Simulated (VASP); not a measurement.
Data:

```yaml
crystal:
  lattice:
    - [-1.99535, 1.99535, 4.91225]
    - [1.99535, -1.99535, 4.91225]
    - [1.99535, 1.99535, -4.91225]
  atoms:
    - { symbol: Gd, position: [0.00000, 0.00000, 0.00000] }
    - { symbol: Ni, position: [0.75000, 0.25000, 0.50000] }
    - { symbol: Ni, position: [0.25000, 0.75000, 0.50000] }
    - { symbol: As, position: [0.37093, 0.37093, 0.00000] }
    - { symbol: As, position: [0.62907, 0.62907, 0.00000] }
```

Method: PBEsol GGA with spin-orbit coupling, VASP's PBE PAW potentials (set 64) (plane waves; VASP). Numerical set-up: 400 eV cut-off, 10×10×10 Γ-centred mesh, Gaussian smearing of 0.050 eV, potentials Gd_3 Ni As.

The 4f electrons are frozen in the core of the lanthanide potential, so 4f levels, which can set the real gap, and their magnetism are missing.

Question: Give the energies of bands 31 to 44 at the high-symmetry points, in eV from the Fermi level.

Answer: 
```tsv
band	Γ	X	P	N	M	S	R
31	-1.73	-1.84	-1.90	-2.05	-1.35	-2.12	-1.82
32	-1.73	-1.84	-1.90	-2.05	-1.35	-2.12	-1.82
33	-1.57	-1.81	-1.80	-1.83	-1.00	-0.97	-1.72
34	-1.57	-1.81	-1.80	-1.83	-1.00	-0.97	-1.72
35	-1.21	-1.76	-1.79	-0.91	-0.94	-0.89	-1.53
36	-1.21	-1.76	-1.79	-0.91	-0.94	-0.89	-1.53
37	-0.96	-0.83	-0.79	0.18	-0.04	-0.81	-0.84
38	-0.96	-0.83	-0.79	0.18	-0.04	-0.81	-0.84
39	0.50	-0.76	-0.79	0.27	0.66	1.15	-0.75
40	0.50	-0.76	-0.79	0.27	0.66	1.15	-0.75
41	0.60	0.45	0.14	0.99	1.69	1.38	0.53
42	0.60	0.45	0.14	0.99	1.69	1.38	0.53
43	2.37	3.06	3.97	1.85	1.77	1.86	2.97
44	2.37	3.06	3.97	1.85	1.77	1.86	2.97
```

It has no gap at this level: it comes out as a metal or semimetal.

The structure comes from a computed database's GdNi2As2 entry (I4/mmm); how it stands against other phases isn't given here. It was relaxed first.
